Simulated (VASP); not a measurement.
Given:

```
CELL_PARAMETERS angstrom
      0.00000     2.32100     2.32100
      2.32100     0.00000     2.32100
      2.32100     2.32100     0.00000
ATOMIC_POSITIONS crystal
  Zr 0.00000 0.00000 0.00000
  N  0.50000 0.50000 0.50000
```

Method: optB88-vdW, VASP's PBE PAW potentials (set 64) (plane waves; VASP). Run with 520 eV cut-off, 14×14×14 Γ-centred mesh, first-order Methfessel-Paxton smearing of 0.10 eV, potentials Zr_sv N.

Question: Estimate the energy per atom (σ→0), pressure, band gap (on the k-mesh) with the smallest direct gap where there is one.

Answer: 
```yaml
band gap (on the k-mesh): none (metal, semimetal or under 0.01 eV)
energy per atom (σ→0): -8.245 eV/atom
pressure: -6.94 GPa
```

Total energies compare only between runs with the same potentials, cut-off and functional.

The compound is ZrN in the rock salt structure. This cell is one point of a volume scan, at 1.03 of the reference volume. The electron count is odd and the run is not spin-polarised, which forces a metal.
